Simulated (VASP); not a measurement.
These are PBEsol GGA, VASP's PBE PAW potentials (set 64) (plane waves; VASP 6.6.1) values and carry that method's errors.

Input for VASP

### POSCAR
```
LaO
1
    3.4961768152     0.0000000000     0.0000000000
   -1.7480884076     3.0277779218     0.0000000000
    0.0000000000     0.0000000000     6.3389026761
La O
2 2
Direct
  0.0000000000   0.0000000000   0.0000000000
  0.0000000000   0.0000000000   0.5000000000
  0.3333330000   0.6666670000   0.2500000000
  0.6666670000   0.3333330000   0.7500000000
```

INCAR:
```
SYSTEM = LaO
PREC = Accurate
ENCUT = 520
EDIFF = 1E-6
NELM = 100
ALGO = Normal
LREAL = .FALSE.
LASPH = .TRUE.
ISMEAR = 1
SIGMA = 0.1
GGA = PS
LMAXMIX = 6
LWAVE = .FALSE.
LCHARG = .FALSE.
IBRION = 2
ISIF = 3
NSW = 60
EDIFFG = -0.02
```

**KPOINTS**
```
Automatic mesh
0
Gamma
9 9 5
0 0 0
```

POTCAR, in this order: La O (PBE.64 set). Program: vasp_std.

The run wrote:

### OSZICAR
```
       N       E                     dE             d eps       ncg     rms          rms(c)
DAV:   1     0.405142520032E+03    0.40514E+03   -0.12920E+04  1520   0.254E+03
DAV:   2     0.672295340586E+02   -0.33791E+03   -0.33239E+03  2352   0.412E+02
DAV:   3    -0.201696902271E+02   -0.87399E+02   -0.86306E+02  2605   0.231E+02
DAV:   4    -0.332074651371E+02   -0.13038E+02   -0.12100E+02  2752   0.678E+01
DAV:   5    -0.343816396191E+02   -0.11742E+01   -0.11336E+01  2723   0.241E+01    0.104E+01
DAV:   6    -0.319481035649E+02    0.24335E+01   -0.24820E+01  2248   0.300E+01    0.618E+00
DAV:   7    -0.317931277776E+02    0.15498E+00   -0.28876E+00  2928   0.174E+01    0.290E+00
DAV:   8    -0.317546822221E+02    0.38446E-01   -0.36223E-01  2424   0.539E+00    0.742E-01
DAV:   9    -0.317479121820E+02    0.67700E-02   -0.73190E-02  2960   0.254E+00    0.223E-01
DAV:  10    -0.317486296096E+02   -0.71743E-03   -0.57479E-03  2632   0.725E-01    0.126E-01
DAV:  11    -0.317486478376E+02   -0.18228E-04   -0.26633E-03  2768   0.408E-01    0.346E-02
DAV:  12    -0.317486942033E+02   -0.46366E-04   -0.36888E-04  2952   0.184E-01    0.130E-02
DAV:  13    -0.317487001009E+02   -0.58976E-05   -0.41336E-05  2976   0.554E-02    0.103E-02
DAV:  14    -0.317487014837E+02   -0.13828E-05   -0.25128E-05  2664   0.423E-02    0.468E-03
DAV:  15    -0.317487013144E+02    0.16922E-06   -0.33858E-06  1848   0.237E-02
   1 F= -.31748701E+02 E0= -.31748573E+02  d E =-.317487E+02
       N       E                     dE             d eps       ncg     rms          rms(c)
DAV:   1    -0.317691783465E+02   -0.20477E-01   -0.91648E-01  2796   0.154E+01    0.872E-01
DAV:   2    -0.317543138988E+02    0.14864E-01   -0.66115E-02  2558   0.231E+00    0.326E-01
DAV:   3    -0.317509003476E+02    0.34136E-02   -0.12388E-02  2904   0.138E+00    0.131E-01
DAV:   4    -0.317505982726E+02    0.30207E-03   -0.22841E-03  2968   0.405E-01    0.501E-02
DAV:   5    -0.317506080262E+02   -0.97536E-05   -0.28783E-04  2795   0.179E-01    0.195E-02
DAV:   6    -0.317506115383E+02   -0.35120E-05   -0.85057E-05  3008   0.925E-02    0.131E-02
DAV:   7    -0.317506118157E+02   -0.27743E-06   -0.16112E-05  2952   0.353E-02    0.684E-03
DAV:   8    -0.317506120212E+02   -0.20551E-06   -0.63534E-06  2448   0.207E-02
   2 F= -.31750612E+02 E0= -.31750737E+02  d E =-.191071E-02
       N       E                     dE             d eps       ncg     rms          rms(c)
DAV:   1    -0.317514457384E+02   -0.83392E-03   -0.35338E-02  2830   0.307E+00    0.171E-01
DAV:   2    -0.317508725933E+02    0.57315E-03   -0.25282E-03  2504   0.435E-01    0.639E-02
DAV:   3    -0.317507413268E+02    0.13127E-03   -0.48425E-04  2896   0.271E-01    0.264E-02
DAV:   4    -0.317507299770E+02    0.11350E-04   -0.90254E-05  2984   0.822E-02    0.962E-03
DAV:   5    -0.317507322102E+02   -0.22332E-05   -0.11356E-05  2534   0.363E-02    0.358E-03
DAV:   6    -0.317507323420E+02   -0.13179E-06   -0.15676E-06  1328   0.202E-02
   3 F= -.31750732E+02 E0= -.31750844E+02  d E =-.203103E-02
       N       E                     dE             d eps       ncg     rms          rms(c)
DAV:   1    -0.317579507465E+02   -0.72185E-02   -0.33298E-01  2868   0.101E+01    0.459E-01
DAV:   2    -0.317528627010E+02    0.50880E-02   -0.17724E-02  2498   0.122E+00    0.195E-01
DAV:   3    -0.317515863406E+02    0.12764E-02   -0.49981E-03  2896   0.824E-01    0.633E-02
DAV:   4    -0.317515521680E+02    0.34173E-04   -0.53987E-04  2600   0.188E-01    0.278E-02
DAV:   5    -0.317515562664E+02   -0.40984E-05   -0.65638E-05  2819   0.886E-02    0.101E-02
DAV:   6    -0.317515589289E+02   -0.26625E-05   -0.95551E-06  2656   0.290E-02    0.443E-03
DAV:   7    -0.317515600659E+02   -0.11371E-05   -0.19087E-06  1758   0.155E-02    0.115E-03
DAV:   8    -0.317515601531E+02   -0.87112E-07   -0.40029E-07  1251   0.136E-02
   4 F= -.31751560E+02 E0= -.31751692E+02  d E =-.827811E-03
```

**OUTCAR**
```
------------------------ aborting loop because EDIFF is reached ----------------------------------------
  FORCE on cell =-STRESS in cart. coord.  units (eV):
  Direction    XX          YY          ZZ          XY          YZ          ZX
  --------------------------------------------------------------------------------------
  Total       -0.0318087     -0.0318087     -0.0025709      0.0000000      0.0000000      0.0000000
  in kB       -0.7573193     -0.7573193     -0.0612085      0.0000000      0.0000000      0.0000000
  external PRESSURE =      -0.5252824 kB  Pullay stress =       0.0000000 kB
  volume of cell :       67.29
      direct lattice vectors                 reciprocal lattice vectors
     3.486182492  0.000000000  0.000000000     0.286846716  0.165611030 -0.000000000
    -1.743091246  3.019122584 -0.000000000    -0.000000000  0.331222059 -0.000000000
     0.000000000  0.000000000  6.393618690    -0.000000000  0.000000000  0.156405949
 POSITION                                       TOTAL-FORCE (eV/Angst)
 -----------------------------------------------------------------------------------
      1.74309      3.01912     -0.00000        -0.000000     -0.000000     -0.000000
      1.74309      3.01912      3.19681        -0.000000     -0.000000     -0.000000
     -0.00000      2.01275      1.59840        -0.000000      0.000000     -0.000000
      1.74309      1.00637      4.79521         0.000000     -0.000000      0.000000
 -----------------------------------------------------------------------------------
    total drift:                               -0.000000      0.000000      0.000000
  FREE ENERGIE OF THE ION-ELECTRON SYSTEM (eV)
  ---------------------------------------------------
  free  energy   TOTEN  =       -31.7515601531 eV

  energy  without entropy=      -31.7519567486  energy(sigma->0) =      -31.75169235

 reached required accuracy - stopping structural energy minimisation
```
(Selected blocks of OUTCAR.)

File CONTCAR:
```
LaO
   1.00000000000000
     3.4861824923251086    0.0000000000000000    0.0000000000000000
    -1.7430912461625543    3.0191225844363974   -0.0000000000000000
     0.0000000000000000    0.0000000000000000    6.3936186896707978
  La              O
     2     2
Direct
     1.0000000000000000    1.0000000000000000    0.0000000000000000
     1.0000000000000000    1.0000000000000000    0.5000000000000000
     0.3333330000000032    0.6666669999999968    0.2500000000000000
     0.6666669999999968    0.3333330000000032    0.7500000000000000
```

File OUTCAR:
```
 val. band max:       10.6969899145   @ k =   0.1111   0.1111   0.0000

 cond. band min:      10.7811837589   @ k =   0.1111   0.1111   0.2000


 Fermi energy:        10.7578313182

 k-point     1 :       0.0000    0.0000    0.0000
  band No.  band energies     occupation
      1     -22.4943      2.00000
      2     -22.0660      2.00000
      3     -10.1609      2.00000
      4      -8.1371      2.00000
      5      -5.2280      2.00000
      6      -5.2280      2.00000
      7      -4.9671      2.00000
      8      -4.8663      2.00000
      9      -4.8663      2.00000
     10      -4.6871      2.00000
     11       4.8535      2.00000
     12       5.4303      2.00000
     13       5.4303      2.00000
     14       6.4401      2.00000
     15       6.4713      2.00000
     16       6.4713      2.00000
     17       8.8536      2.00000
     18      11.7686     -0.00000
     19      11.9356     -0.00000
     20      12.4950     -0.00000
     21      12.4980     -0.00000

 k-point     2 :       0.1111    0.0000    0.0000
  band No.  band energies     occupation
      1     -22.4531      2.00000
      2     -22.0310      2.00000
      3     -10.0543      2.00000
      4      -8.3410      2.00000
      5      -5.2981      2.00000
      6      -5.2302      2.00000
      7      -5.1554      2.00000
      8      -4.9220      2.00000
      9      -4.9218      2.00000
     10      -4.8613      2.00000
     11       5.1447      2.00000
     12       5.4616      2.00000
     13       5.5675      2.00000
     14       6.1821      2.00000
     15       6.2198      2.00000
     16       6.4598      2.00000
     17       9.1292      2.00000
     18      11.1552     -0.00000
     19      12.1882     -0.00000
     20      12.4279     -0.00000
     21      12.4792     -0.00000

 k-point     3 :       0.2222    0.0000    0.0000
  band No.  band energies     occupation
      1     -22.3461      2.00000
      2     -21.9407      2.00000
      3      -9.7657      2.00000
...
```

The structure was generated: LaO was put into the NiAs type type (P6_3/mmc), which need not be its known phase. This run relaxes it. Symmetry was kept, so distortions that lower it aren't found. The start is the result of an earlier pass.
